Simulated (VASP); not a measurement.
Method: PBEsol GGA, VASP's PBE PAW potentials (set 64) (plane waves; VASP).

The input files of a VASP run:

### POSCAR
```
Al
1
    2.7007615696    -0.0000000000    -0.0000000000
    0.0000000000     2.7007615696    -0.0000000000
    0.0000000000     0.0000000000     2.7007615696
Al
1
Direct
  0.0000000000   0.0000000000   0.0000000000
```

KPOINTS:
```
Automatic mesh
0
Gamma
12 12 12
0 0 0
```

INCAR:
```
# general
SYSTEM = Al
PREC   = Accurate
ENCUT  = 400
LREAL  = .FALSE.
LASPH  = .TRUE.

# electronic loop
EDIFF  = 1E-6   # SCF stop (eV)
NELM   = 100   # most electronic steps
ALGO   = Normal

# smearing
ISMEAR = 1   # Methfessel-Paxton
SIGMA  = 0.1   # width (eV)

# functional
GGA    = PS

# ions
IBRION = 2
NSW    = 60   # most ionic steps
ISIF   = 3   # ions, shape and volume
EDIFFG = -0.01

# output
LWAVE  = .FALSE.
LCHARG = .FALSE.
```

POTCAR, in this order: Al (PBE.64 set). Program: vasp_std.

The run wrote:

OUTCAR:
```
 ion  position               nearest neighbor table
   1  0.000  0.000  0.000-
  LATTYP: Found a simple cubic cell.
 ALAT       =     2.7007615696
 Subroutine PRICEL returns:
 Original cell was already a primitive cell.
 Subroutine GETGRP returns: Found 48 space group operations
The static configuration has the point symmetry O_h .
The dynamic configuration has the point symmetry O_h .
 Subroutine INISYM returns: Found 48 space group operations
 Subroutine IBZKPT returns following result:
 Found     84 irreducible k-points:

 Following reciprocal coordinates:
            Coordinates               Weight
  0.000000  0.000000  0.000000      1.000000
  0.083333  0.000000  0.000000      6.000000
  0.166667  0.000000  0.000000      6.000000
  0.250000  0.000000  0.000000      6.000000
  0.333333  0.000000  0.000000      6.000000
  0.416667  0.000000  0.000000      6.000000
  0.500000  0.000000  0.000000      3.000000
  0.083333  0.083333  0.000000     12.000000
  0.166667  0.083333  0.000000     24.000000
  0.250000  0.083333  0.000000     24.000000
  0.333333  0.083333  0.000000     24.000000
  0.416667  0.083333  0.000000     24.000000
  0.500000  0.083333  0.000000     12.000000
  0.166667  0.166667  0.000000     12.000000
  0.250000  0.166667  0.000000     24.000000
  0.333333  0.166667  0.000000     24.000000
  0.416667  0.166667  0.000000     24.000000
  0.500000  0.166667  0.000000     12.000000
  0.250000  0.250000  0.000000     12.000000
  0.333333  0.250000  0.000000     24.000000
  0.416667  0.250000  0.000000     24.000000
  0.500000  0.250000  0.000000     12.000000
  0.333333  0.333333  0.000000     12.000000
  0.416667  0.333333  0.000000     24.000000
  0.500000  0.333333  0.000000     12.000000
...
```

### OSZICAR
```
       N       E                     dE             d eps       ncg     rms          rms(c)
DAV:   1    -0.210328084375E+01   -0.21033E+01   -0.66039E+02   940   0.238E+02
DAV:   2    -0.369022376209E+01   -0.15869E+01   -0.13182E+01  1175   0.249E+01
DAV:   3    -0.370005510087E+01   -0.98313E-02   -0.98253E-02  1130   0.236E+00
DAV:   4    -0.370008139936E+01   -0.26298E-04   -0.26299E-04  1270   0.111E-01
DAV:   5    -0.370008143448E+01   -0.35125E-07   -0.34916E-07  1185   0.351E-03    0.113E+00
DAV:   6    -0.369252787083E+01    0.75536E-02   -0.20715E-03  1055   0.248E-01    0.642E-01
DAV:   7    -0.368768067483E+01    0.48472E-02   -0.49536E-03   980   0.378E-01    0.119E-01
DAV:   8    -0.368767559015E+01    0.50847E-05   -0.51921E-05  1300   0.689E-02    0.835E-03
DAV:   9    -0.368767516769E+01    0.42246E-06   -0.29888E-07  1045   0.340E-03
   1 F= -.36876752E+01 E0= -.36877069E+01  d E =-.368768E+01
```

File OUTCAR:
```
------------------------ aborting loop because EDIFF is reached ----------------------------------------
  FORCE on cell =-STRESS in cart. coord.  units (eV):
  Direction    XX          YY          ZZ          XY          YZ          ZX
  --------------------------------------------------------------------------------------
  Total        0.0032362      0.0032362      0.0032362      0.0000000     -0.0000000      0.0000000
  in kB        0.2632013      0.2632013      0.2632013      0.0000000     -0.0000000      0.0000000
  external PRESSURE =       0.2632013 kB  Pullay stress =       0.0000000 kB
  volume of cell :       19.70
      direct lattice vectors                 reciprocal lattice vectors
     2.700761570  0.000000000  0.000000000     0.370265932  0.000000000  0.000000000
     0.000000000  2.700761570  0.000000000     0.000000000  0.370265932  0.000000000
     0.000000000  0.000000000  2.700761570     0.000000000  0.000000000  0.370265932
 POSITION                                       TOTAL-FORCE (eV/Angst)
 -----------------------------------------------------------------------------------
      0.00000      0.00000      0.00000         0.000000      0.000000      0.000000
 -----------------------------------------------------------------------------------
    total drift:                                0.000000      0.000000     -0.000000
  FREE ENERGIE OF THE ION-ELECTRON SYSTEM (eV)
  ---------------------------------------------------
  free  energy   TOTEN  =        -3.6876751677 eV

  energy  without entropy=       -3.6877704864  energy(sigma->0) =       -3.68770694

 reached required accuracy - stopping structural energy minimisation
```
(Selected blocks of OUTCAR.)

File OUTCAR:
```
 val. band max:        5.7514776502   @ k =   0.5000   0.5000   0.1667

 cond. band min:       5.8492459509   @ k =   0.3333   0.1667   0.1667


 Fermi energy:         5.8089330538

 k-point     1 :       0.0000    0.0000    0.0000
  band No.  band energies     occupation
      1      -3.8753      2.00000
      2      13.8522      0.00000
      3      13.8522      0.00000
      4      15.0921      0.00000
      5      15.0921      0.00000

 k-point     2 :       0.0833    0.0000    0.0000
  band No.  band energies     occupation
      1      -3.7359      2.00000
      2      11.8781      0.00000
      3      13.9695      0.00000
      4      15.2090      0.00000
      5      15.2090      0.00000

 k-point     3 :       0.1667    0.0000    0.0000
  band No.  band energies     occupation
      1      -3.3190      2.00000
      2       9.4040      0.00000
      3      14.3129      0.00000
      4      15.5591      0.00000
      5      15.5591      0.00000

 k-point     4 :       0.2500    0.0000    0.0000
  band No.  band energies     occupation
      1      -2.6284      2.00000
      2       7.0376     -0.00000
      3      14.8561      0.00000
      4      16.1405      0.00000
      5      16.1405      0.00000

 k-point     5 :       0.3333    0.0000    0.0000
  band No.  band energies     occupation
      1      -1.6726      2.00000
      2       4.8594      2.00000
      3      15.5295      0.00000
      4      16.9459      0.00000
      5      16.9459      0.00000

 k-point     6 :       0.4167    0.0000    0.0000
  band No.  band energies     occupation
      1      -0.4771      2.00000
      2       2.9227      2.00000
      3      16.1690      0.00000
      4      17.9390      0.00000
      5      17.9390      0.00000

 k-point     7 :       0.5000    0.0000    0.0000
  band No.  band energies     occupation
      1       0.5770      2.00000
      2       1.6204      2.00000
      3      16.4560      0.00000
...
```

The structure was generated: Al was put into the simple-cubic type (Pm-3m), which need not be its known phase. It was relaxed first, which changed the volume by +6 %. The start is the result of an earlier pass.
